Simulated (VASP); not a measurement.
```
CELL_PARAMETERS angstrom
      0.00000     2.82450     2.82450
      2.82450     0.00000     2.82450
      2.82450     2.82450     0.00000
ATOMIC_POSITIONS crystal
  Zn 0.00000 0.00000 0.00000
  Se 0.25000 0.25000 0.25000
```

All values below come from MS2 meta-GGA, VASP's PBE PAW potentials (set 64) (plane waves; VASP 6.6.1). Numerical set-up: 520 eV cut-off, 9×9×9 Γ-centred mesh, tetrahedra with Blöchl corrections, potentials Zn Se.

### Question
Estimate the energy per atom (σ→0), band gap (over mesh and band path) with the smallest direct gap where there is one.

### Answer

The band gap (over mesh and band path) comes out as 1.70 eV. The smallest direct gap (over mesh and band path) comes out as 1.70 eV and the energy per atom (σ→0) is -408.0 kJ/mol of atoms.

Total energies compare only between runs with the same potentials, cut-off and functional.

The compound is ZnSe in the zinc blende structure. It was relaxed first.
